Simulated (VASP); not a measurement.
# EuSb (F-43m) in VASP: a series of runs

The runs below take EuSb through single point, with PBEsol.

Program: VASP 6.6.1. These are calculated values, not measurements. Logs are shortened: lines on timing, memory, paths and dates and some standing lists are left out, and cuts for length are marked.

### 1 Starting point

The structure is cubic, space group F-43m (No. 216). Conventional cell: a = 6.832 Å, b = 6.832 Å, c = 6.832 Å, α = 90.00°, β = 90.00°, γ = 90.00°. Eu (site symmetry -43m) has 4 Sb at 2.96 Å as nearest neighbours. Sb (site symmetry -43m) has 4 Eu at 2.96 Å as nearest neighbours.

The cell comes from a database or a generator and needn't be the stable form of this composition.

### 2 Single point, PBEsol, collinear spin, typed start

File INCAR:

```
PREC = Accurate ; ENCUT = 520
EDIFF = 1E-7 ; ISMEAR = 0
SIGMA = 0.05 ; LREAL = False
LASPH = True ; NELM = 150
ALGO = Normal ; ISIF = 2
LWAVE = False ; LCHARG = True
ISPIN = 2 ; MAGMOM = 6 0
LORBIT = 11 ; LMAXMIX = 6
GGA = PS ; LELF = True
LVHAR = True ; NBANDS = 22
```

File KPOINTS:

```
Automatic mesh
0
Gamma
  8 8 8
```

File POSCAR:

```
EuSb
1.0
    0.0000000000      3.4158120386      3.4158120386
    3.4158120386      0.0000000000      3.4158120386
    3.4158120386      3.4158120386      0.0000000000
Eu Sb
1 1
Direct
    0.0000000000      0.0000000000      0.0000000000
    0.2500000000      0.2500000000      0.2500000000
```

Potentials or basis: VASP PAW PBE potentials, release 64 (Eu, Sb).

On the command line:

```bash
$ cat potpaw_PBE.64/Eu/POTCAR potpaw_PBE.64/Sb/POTCAR > POTCAR
$ mpirun -np 1 vasp_std > vasp.out
```

OUTCAR:

```text
PREC = Accurate
   ENCUT = 520
   EDIFF = 1E-7
   ISMEAR = 0
   LREAL = False
   LASPH = True
   NELM = 150
   ISIF = 2
   ISPIN = 2
   LORBIT = 11
   GGA = PS

 ion  position               nearest neighbor table
   1  0.000  0.000  0.000-   2 2.96   2 2.96   2 2.96   2 2.96
   2  0.250  0.250  0.250-   1 2.96   1 2.96   1 2.96   1 2.96

  LATTYP: Found a face centered cubic cell.
 ALAT       =     6.8316240772

  Lattice vectors:

 A1 = (   0.0000000000,   3.4158120386,   3.4158120386)
 A2 = (   3.4158120386,   0.0000000000,   3.4158120386)
 A3 = (   3.4158120386,   3.4158120386,   0.0000000000)

Analysis of symmetry for initial positions (statically):
=====================================================================
 Subroutine PRICEL returns:
 Original cell was already a primitive cell.

 Routine SETGRP: Setting up the symmetry group for a
 face centered cubic supercell.

 Subroutine GETGRP returns: Found 24 space group operations
 (whereof 24 operations were pure point group operations)
 out of a pool of 48 trial point group operations.

The static configuration has the point symmetry T_d .

Analysis of symmetry for dynamics (positions and initial velocities):
=====================================================================
 Subroutine PRICEL returns:
 Original cell was already a primitive cell.

 Routine SETGRP: Setting up the symmetry group for a
 face centered cubic supercell.

 Subroutine GETGRP returns: Found 24 space group operations
 (whereof 24 operations were pure point group operations)
 out of a pool of 48 trial point group operations.

The dynamic configuration has the point symmetry T_d .

Analysis of structural, dynamic, and magnetic symmetry:
=====================================================================
 Subroutine PRICEL returns:
 Original cell was already a primitive cell.

 Routine SETGRP: Setting up the symmetry group for a
 face centered cubic supercell.

 Subroutine GETGRP returns: Found 24 space group operations
 (whereof 24 operations were pure point group operations)
 out of a pool of 48 trial point group operations.

The overall configuration has the point symmetry T_d .

 Subroutine INISYM returns: Found 24 space group operations
 (whereof 24 operations are pure point group operations),
 and found     1 'primitive' translations

----------------------------------------------------------------------------------------

                                     Primitive cell

  volume of cell :      79.7098

  direct lattice vectors                    reciprocal lattice vectors
     0.000000000  3.415812039  3.415812039    -0.146378078  0.146378078  0.146378078
     3.415812039  0.000000000  3.415812039     0.146378078 -0.146378078  0.146378078
     3.415812039  3.415812039  0.000000000     0.146378078  0.146378078 -0.146378078

  length of vectors
     4.830687712  4.830687712  4.830687712     0.253534268  0.253534268  0.253534268

  position of ions in fractional coordinates (direct lattice)
     0.000000000  0.000000000  0.000000000
     0.250000000  0.250000000  0.250000000

  ion indices of the primitive-cell ions
   primitive index   ion index
                 1           1
                 2           2

----------------------------------------------------------------------------------------

 KPOINTS: Automatic mesh

Automatic generation of k-mesh.
 Grid dimensions read from file:
 generate k-points for:    8    8    8

 Generating k-lattice:

  Cartesian coordinates                     Fractional coordinates (reciprocal lattice)
    -0.018297260  0.018297260  0.018297260     0.125000000  0.000000000  0.000000000
     0.018297260 -0.018297260  0.018297260     0.000000000  0.125000000  0.000000000
     0.018297260  0.018297260 -0.018297260     0.000000000  0.000000000  0.125000000

  Length of vectors
     0.031691783  0.031691783  0.031691783

  Shift w.r.t. Gamma in fractional coordinates (k-lattice)
     0.000000000  0.000000000  0.000000000

 Subroutine IBZKPT returns following result:
 ===========================================

 Found     29 irreducible k-points:

 Following reciprocal coordinates:
            Coordinates               Weight
  0.000000  0.000000  0.000000      1.000000
  0.125000  0.000000  0.000000      8.000000
  0.250000  0.000000  0.000000      8.000000
  0.375000  0.000000  0.000000      8.000000
  0.500000  0.000000  0.000000      4.000000
  0.125000  0.125000  0.000000      6.000000
[... 16 lines left out ...]
  0.500000  0.250000  0.125000     48.000000
 -0.375000  0.250000  0.125000     24.000000
 [... further k-points ...]
   k-points           NKPTS =     29   k-points in BZ     NKDIM =     29   number of bands    NBANDS=     22
   number of dos      NEDOS =    301   number of ions     NIONS =      2
   total plane-waves  NPLWV =  46656
   dimension x,y,z NGX =    36 NGY =   36 NGZ =   36
   dimension x,y,z NGXF=    72 NGYF=   72 NGZF=   72
   ions per type =               1   1
   NGX,Y,Z   is equivalent  to a cutoff of  12.39, 12.39, 12.39 a.u.
   NGXF,Y,Z  is equivalent  to a cutoff of  24.78, 24.78, 24.78 a.u.
 SYSTEM =  unknown system
   PREC   = accura    normal or accurate (medium, high low for compatibility)
   ISTART =      0    job   : 0-new  1-cont  2-samecut
   ICHARG =      2    charge: 1-file 2-atom 10-const
   ISPIN  =      2    spin polarized calculation?
   LNONCOLLINEAR =      F non collinear calculations
   LSORBIT =      F    spin-orbit coupling
   LASPH  =      T    aspherical Exc in radial PAW
   ENCUT  =  520.0 eV  38.22 Ry    6.18 a.u.   8.98  8.98  8.98*2*pi/ulx,y,z
   NELM   =    150;   NELMIN=  2; NELMDL= -5     # of ELM steps
   EDIFF  = 0.1E-06   stopping-criterion for ELM
   LREAL  =      F    real-space projection
   EDIFFG = 0.1E-05   stopping-criterion for IOM
   NSW    =      0    number of steps for IOM
   IBRION =     -1    ionic relax: 0-MD 1-quasi-New 2-CG
   NFREE  =      0    steps in history (QN), initial steepest desc. (CG)
   ISIF   =      2    stress and relaxation
   ISYM   =      2    0-nonsym 1-usesym 2-fastsym
   POTIM  = 0.5000    time-step for ionic-motion
   TEBEG  =    0.0;   TEEND  =   0.0 temperature during run
   PSTRESS=    0.0 pullay stress
   NELECT =      22.0000    total number of electrons
   NUPDOWN=      -1.0000    fix difference up-down
   EMIN   =  10.00;   EMAX   =-10.00  energy-range for DOS
   EFERMI =   0.00;   METHOD = LEGACY
   ISMEAR =     0;   SIGMA  =   0.05  broadening in eV -4-tet -1-fermi 0-gaus
   EFERMI_NEDOS =   21; number of points for ismear=-14 and -15
   IALGO  =     38    algorithm
   IMIX   =      4    mixing-type and parameters
     AMIX     =   0.40;   BMIX     =  1.00
     AMIX_MAG =   1.60;   BMIX_MAG =  1.00
  volume/ion in A,a.u.               =      39.85       268.95
  Fermi-wavevector in a.u.,A,eV,Ry     =   1.065888  2.014237 15.457827  1.136118
  Thomas-Fermi vector in A             =   2.201455
   LORBIT       =     11    0 simple, 1 ext, 2 COOP (PROOUT), +10 PAW based schemes
   GGA     = PS    functional components
   LHFCALC =     F    Hartree Fock is set to
   AEXX    =    0.0000 exact exchange contribution
   IVDW    =     0    specifies the selected vdW correction
   LEPSILON=     F    determine dielectric tensor
   LRPA    =     F    only Hartree local field effects (RPA)
 spin polarized calculation
 Gauss-broadening in eV      SIGMA  =   0.05
  energy-cutoff  :      520.00
  volume of cell :       79.71
 maximum number of plane-waves:      2180
   NGX = 17   NGY = 17   NGZ = 17

 number of electron      22.0000000 magnetization       6.0622222

 Free energy of the ion-electron system (eV)
  ---------------------------------------------------
  ext. energy  EPLUGINS =         0.00000000
  ---------------------------------------------------
  free energy    TOTEN  =       -16.68498104 eV

  energy without entropy =      -16.67865304  energy(sigma->0) =      -16.68181704

 E-fermi :   1.9720     XC(G=0):  -8.5603

 val. band max:        1.9589724732   @ k =  -0.2500   0.5000   0.2500
 cond. band min:       1.9752904779   @ k =   0.3750   0.1250   0.0000
 fundamental gap:      0.0163180047
 Fermi energy:         1.9719820121

 spin component 1

 k-point     1 :       0.0000    0.0000    0.0000
  band No.  band energies     occupation
      1     -39.0604      1.00000
      2     -17.7304      1.00000
      3     -17.7304      1.00000
      4     -17.7304      1.00000
      5      -6.2527      1.00000
      6       1.1010      1.00000
[... 14 lines left out ...]
     21       8.6780      0.00000
     22      10.3198      0.00000
[... 552 lines left out ...]
  band No.  band energies     occupation
      1     -39.0576      1.00000
      2     -17.8129      1.00000
      3     -17.7618      1.00000
      4     -17.7490      1.00000
      5      -5.4951      1.00000
      6       0.4516      1.00000
[... 14 lines left out ...]
     21       8.0733      0.00000
     22      10.6764      0.00000

 [... further k-points ...]

 spin component 2

 k-point     1 :       0.0000    0.0000    0.0000
  band No.  band energies     occupation
      1     -36.1426      1.00000
      2     -15.6453      1.00000
      3     -15.6453      1.00000
      4     -15.6453      1.00000
      5      -6.4520      1.00000
      6       1.2588      1.00000
[... 14 lines left out ...]
     21       9.0257      0.00000
     22      10.8506      0.00000
[... 552 lines left out ...]
  band No.  band energies     occupation
      1     -36.1383      1.00000
      2     -15.7774      1.00000
      3     -15.6925      1.00000
      4     -15.6731      1.00000
      5      -5.6625      1.00000
      6       0.4904      1.00000
[... 14 lines left out ...]
     21       8.5045      0.00000
     22      10.9580      0.00000

 [... further k-points ...]

------------------------ aborting loop because EDIFF is reached ----------------------------------------

  FORCE on cell =-STRESS in cart. coord.  units (eV):
  Direction    XX          YY          ZZ          XY          YZ          ZX
  --------------------------------------------------------------------------------------
  -------------------------------------------------------------------------------------
  Total        1.9521077      1.9521077      1.9521077      0.0000000      0.0000000      0.0000000
  in kB       39.2376028     39.2376028     39.2376028      0.0000000      0.0000000      0.0000000
  external PRESSURE =      39.2376028 kB  Pullay stress =       0.0000000 kB

 VOLUME and BASIS-vectors are now :
 -----------------------------------------------------------------------------
  energy-cutoff  :      520.00
  volume of cell :       79.71
      direct lattice vectors                 reciprocal lattice vectors
     0.000000000  3.415812039  3.415812039    -0.146378078  0.146378078  0.146378078
     3.415812039  0.000000000  3.415812039     0.146378078 -0.146378078  0.146378078
     3.415812039  3.415812039  0.000000000     0.146378078  0.146378078 -0.146378078

 POSITION                                       TOTAL-FORCE (eV/Angst)
 -----------------------------------------------------------------------------------
      0.00000      0.00000      0.00000        -0.000000     -0.000000     -0.000000
      1.70791      1.70791      1.70791         0.000000      0.000000      0.000000
 -----------------------------------------------------------------------------------
    total drift:                                0.000000      0.000000      0.000000

  FREE ENERGIE OF THE ION-ELECTRON SYSTEM (eV)
  ---------------------------------------------------
  free  energy   TOTEN  =       -16.6849810401 eV

  energy  without entropy=      -16.6786530362  energy(sigma->0) =      -16.68181704

 total charge

# of ion       s       p       d       f       tot
--------------------------------------------------
    1        2.059   5.696   0.452   6.475  14.683
    2        1.150   1.440   0.007   0.000   2.597
--------------------------------------------------
tot          3.210   7.136   0.458   6.475  17.279

 magnetization (x)

# of ion       s       p       d       f       tot
--------------------------------------------------
    1       -0.004  -0.114   0.028   6.427   6.336
    2       -0.008  -0.215   0.002   0.000  -0.221
--------------------------------------------------
tot         -0.013  -0.329   0.030   6.427   6.115
```

Wall time 2.6 min (1 thread of Intel Xeon Platinum 8488C (Sapphire Rapids), shared host); peak memory 0.3 GiB.

Results:

| Property | Result |
| --- | --- |
| Free energy | -16.6850 eV |
| Pressure | 3.9 GPa |
| Band gap on the k mesh | none (metal or under the smearing width) |
| Net moment | 6.06 μB per cell |
| Site moments | Eu +6.34; Sb -0.22 μB |
| Valence electrons inside the program's atomic spheres | Eu 14.68; Sb 2.60 |

Caveat: the PAW data sets were made with another functional, which shifts forces and pressure a little; spin-orbit coupling is left out, which moves the levels of the heavy elements; a cell with one magnetic atom can't hold antiferromagnetic order, which such compounds often take; without U or exact exchange the open f shell lies at the Fermi level, which spoils levels, moments and volumes. The state reached can hang on the start; a lower one may exist.

### 3 Single point, PBEsol, collinear spin, typed start

This run uses another cell than the first one, of 44.22 Å³/atom, 1.110 times its volume.

File INCAR:

```
SYSTEM = EuSb
  PREC = Accurate
  ENCUT = 520
  EDIFF = 1E-6
  ISMEAR = 0
  SIGMA = 0.05
  LREAL = .False.
  LASPH = .True.
  NELM = 150
  ALGO = Normal
  ISIF = 2
  LWAVE = .False.
  LCHARG = .False.
  ISPIN = 2
  MAGMOM = 7.19 0
  LORBIT = 11
  LMAXMIX = 6
  GGA = PS
  NBANDS = 22
```

File KPOINTS:

```
regular mesh
0
Gamma
  8 8 8
  0 0 0
```

File POSCAR:

```
EuSb
1.0
    0.0000000000      3.5362350962      3.5362350962
    3.5362350962      0.0000000000      3.5362350962
    3.5362350962      3.5362350962      0.0000000000
Eu Sb
1 1
Direct
    0.0000000000      0.0000000000      0.0000000000
    0.2500000000      0.2500000000      0.2500000000
```

Potentials or basis: VASP PAW PBE potentials, release 64 (Eu, Sb).

On the command line:

```bash
$ cat potpaw_PBE.64/Eu/POTCAR potpaw_PBE.64/Sb/POTCAR > POTCAR
$ mpirun -np 1 vasp_std > vasp.out
```

Wall time 3.5 min (1 thread of Intel Xeon Platinum 8488C (Sapphire Rapids), shared host); peak memory 0.35 GiB.

The run converged. Its results:

| Property | Result |
| --- | --- |
| Free energy | -16.7991 eV |
| Pressure | 0.5 GPa |
| Band gap on the k mesh | none (metal or under the smearing width) |
| Net moment | 6.00 μB per cell |
| Site moments | Eu +6.37; Sb -0.25 μB |
| Valence electrons inside the program's atomic spheres | Eu 14.63; Sb 2.55 |

Levels at points of the mesh, in eV from the Fermi level:
Spin up:
```
           k point  band 11  band 12  band 13  band 14  band 15  band 16  band 17  band 18
(0.00, 0.00, 0.00)    -0.29    -0.29    -0.13    -0.13    -0.13     2.55     3.09     3.09
(0.50, 0.00, 0.00)    -0.32    -0.32    -0.29     0.00     0.00     3.06     3.38     3.38
(0.50, 0.50, 0.00)    -0.32    -0.31    -0.31     0.31     0.31     1.56     2.88     3.83
```
Spin down:
```
           k point  band 5  band 6  band 7  band 8  band 9  band 10  band 11  band 12
(0.00, 0.00, 0.00)   -8.23   -0.61   -0.61   -0.61    2.34     3.64     3.64     4.18
(0.50, 0.00, 0.00)   -7.71   -1.60   -0.38   -0.38    3.34     3.75     3.75     3.77
(0.50, 0.50, 0.00)   -7.52   -1.88   -0.07   -0.07    1.85     3.16     4.13     4.13
```

Caveat: the PAW data sets were made with another functional, which shifts forces and pressure a little; spin-orbit coupling is left out, which moves the levels of the heavy elements; a cell with one magnetic atom can't hold antiferromagnetic order, which such compounds often take; without U or exact exchange the open f shell lies at the Fermi level, which spoils levels, moments and volumes.
